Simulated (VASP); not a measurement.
Level of theory: optB88-vdW, VASP's PBE PAW potentials (set 64) (plane waves; VASP).

Input for VASP

File POSCAR:
```
V
1
   -1.4914521549     1.4914521549     1.4914521549
    1.4914521549    -1.4914521549     1.4914521549
    1.4914521549     1.4914521549    -1.4914521549
V
1
Direct
  0.0000000000   0.0000000000   0.0000000000
```

**KPOINTS**
```
kpoints
0
Gamma
 15 15 15
0 0 0
```

INCAR:
```
LUSE_VDW = .TRUE.
LREAL = .FALSE.
SIGMA = 0.1   # width (eV)
LWAVE = .FALSE.
PREC = Accurate
ENCUT = 520   # plane-wave cut-off (eV)
PARAM2 = 0.22
ALGO = Normal   # blocked Davidson
PARAM1 = 0.1833333333
LCHARG = .FALSE.
EDIFFG = -0.01   # ionic stop
EDIFF = 1E-6
ISIF = 3
IBRION = 2   # conjugate gradients
NSW = 60
LASPH = .TRUE.
ISMEAR = 1
AGGAC = 0.0
NELM = 100
SYSTEM = V
LMAXMIX = 4
GGA = BO
```

POTCAR, in this order: V_sv (PBE.64 set). Program: vasp_std.

Output

### OSZICAR
```
       N       E                     dE             d eps       ncg     rms          rms(c)
DAV:   1     0.884071633708E+02    0.88407E+02   -0.73105E+03  2400   0.143E+03
DAV:   2    -0.550133044386E+01   -0.93908E+02   -0.92123E+02  2474   0.367E+02
DAV:   3    -0.693183732092E+01   -0.14305E+01   -0.14054E+01  2496   0.533E+01
DAV:   4    -0.694008500384E+01   -0.82477E-02   -0.82468E-02  2436   0.440E+00
DAV:   5    -0.694018324147E+01   -0.98238E-04   -0.98237E-04  2506   0.465E-01    0.181E+01
DAV:   6    -0.578220870132E+01    0.11580E+01   -0.47261E+00  2410   0.326E+01    0.201E+00
DAV:   7    -0.576566238504E+01    0.16546E-01   -0.20187E-02  2406   0.230E+00    0.111E+00
DAV:   8    -0.575887574692E+01    0.67866E-02   -0.71007E-03  2414   0.140E+00    0.663E-02
DAV:   9    -0.575891677665E+01   -0.41030E-04   -0.66562E-05  2434   0.134E-01    0.375E-02
DAV:  10    -0.575893951001E+01   -0.22733E-04   -0.29023E-05  2400   0.631E-02    0.338E-03
DAV:  11    -0.575894015031E+01   -0.64029E-06   -0.40579E-07  1234   0.104E-02
   1 F= -.57589402E+01 E0= -.57593998E+01  d E =-.575894E+01
```

### OUTCAR
```
------------------------ aborting loop because EDIFF is reached ----------------------------------------
  FORCE on cell =-STRESS in cart. coord.  units (eV):
  Direction    XX          YY          ZZ          XY          YZ          ZX
  --------------------------------------------------------------------------------------
  Total       -0.0087213     -0.0087213     -0.0087213      0.0000000      0.0000000      0.0000000
  in kB       -1.0529441     -1.0529441     -1.0529441      0.0000000      0.0000000      0.0000000
  external PRESSURE =      -1.0529441 kB  Pullay stress =       0.0000000 kB
  volume of cell :       13.27
      direct lattice vectors                 reciprocal lattice vectors
    -1.491452155  1.491452155  1.491452155     0.000000000  0.335243741  0.335243741
     1.491452155 -1.491452155  1.491452155     0.335243741  0.000000000  0.335243741
     1.491452155  1.491452155 -1.491452155     0.335243741  0.335243741  0.000000000
 POSITION                                       TOTAL-FORCE (eV/Angst)
 -----------------------------------------------------------------------------------
      0.00000      0.00000      0.00000         0.000000      0.000000     -0.000000
 -----------------------------------------------------------------------------------
    total drift:                                0.000000     -0.000000      0.000000
  FREE ENERGIE OF THE ION-ELECTRON SYSTEM (eV)
  ---------------------------------------------------
  free  energy   TOTEN  =        -5.7589401503 eV

  energy  without entropy=       -5.7603190945  energy(sigma->0) =       -5.75939980

 reached required accuracy - stopping structural energy minimisation
```
(Selected blocks of OUTCAR.)

The compound is V in the bcc structure. It was relaxed first. The start is the result of an earlier pass. The run is not spin-polarised, so no magnetic state was tried.
